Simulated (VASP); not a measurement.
Crystal: In3SbO4.

```
In Sb O
1.0
    -3.19383    3.19383    4.16448
     3.19383   -3.19383    4.16448
     3.19383    3.19383   -4.16448
In Sb O
3 1 4
Direct
  0.50000 0.00000 0.50000
  0.00000 0.50000 0.50000
  0.50000 0.50000 0.00000
  0.00000 0.00000 0.00000
  0.00000 0.74676 0.74676
  0.00000 0.25324 0.25324
  0.74676 0.00000 0.74676
  0.25324 0.00000 0.25324
```

The cell was built by a generator and needn't be a form met in nature.

| Property | Result |
| --- | --- |
| Program | VASP 6.6.1 |
| Task | relaxation of cell and atoms |
| Functional | PBE |
| Potentials or basis | VASP PAW PBE potentials, release 64 (In_d, Sb, O) |
| Cutoff | 520 eV |
| k mesh | 3 × 3 × 3 |
| Occupations | gaussian, width 0.15 eV |
| Spin | no spin polarisation |

At the start: pressure 79.1 GPa; volume 21.24 Å³/atom.

Q: Where does the relaxation end?

A: Over 21 steps the energy falls by 2904.4 meV/atom and the volume is 24.76 Å³/atom (+16.6 %); space group I4/mmm (No. 139, to 0.05 Å).

Step by step:
```
step  energy change (eV)  largest force (eV/Å)  pressure (GPa)  volume (Å³)
   1              0.0000                0.4775           79.12       169.92
   2             17.6690                0.1999          -27.55       523.50
   3              3.2327                0.6263           -8.06       298.68
   4            -19.8461                1.0820           -4.06       279.70
   5            -21.6827                0.7078           -2.57       267.53
   6            -18.2637                1.6125           18.67       216.01
   7            -22.0283                0.6707           -1.66       262.42
   8            -22.0359                0.7290           -0.85       258.62
   9            -22.2103                0.2918           -0.61       252.60
  10            -22.3747                1.0134            0.19       238.41
  11            -22.4865                1.0202           -0.68       235.07
  12            -22.7417                0.9259           -3.50       224.28
  13            -22.1641                0.5295           -5.46       199.07
  14            -22.7771                0.8780           -3.92       220.94
  15            -22.8869                0.8680           -3.39       215.32
  16            -23.0666                0.8631           -1.59       198.69
  17            -23.1284                0.8055           -1.07       197.92
  18            -23.1977                0.4679            1.38       195.53
  19            -23.1995                0.5407            1.02       195.87
  20            -23.2278                0.2461            0.37       197.21
  21            -23.2349                0.0657            0.28       198.06
```

Final structure:
```yaml
crystal:
  lattice:
    - [-3.98881, 3.98881, 3.11202]
    - [3.98881, -3.98881, 3.11202]
    - [3.98881, 3.98881, -3.11202]
  atoms:
    - { symbol: In, position: [0.50000, 0.00000, 0.50000] }
    - { symbol: In, position: [0.00000, 0.50000, 0.50000] }
    - { symbol: In, position: [0.50000, 0.50000, 0.00000] }
    - { symbol: Sb, position: [0.00000, 0.00000, 0.00000] }
    - { symbol: O, position: [0.00000, 0.74855, 0.74855] }
    - { symbol: O, position: [0.00000, 0.25145, 0.25145] }
    - { symbol: O, position: [0.74855, 0.00000, 0.74855] }
    - { symbol: O, position: [0.25145, 0.00000, 0.25145] }
```

Caveat: the k mesh is coarse (spacing up to 0.46 Å⁻¹), so the values aren't converged; the volume moved by over 15 % at a fixed basis, so the end points are rough; the relaxation stopped at a loose force limit of 0.08 eV/Å, so its end isn't a converged minimum.
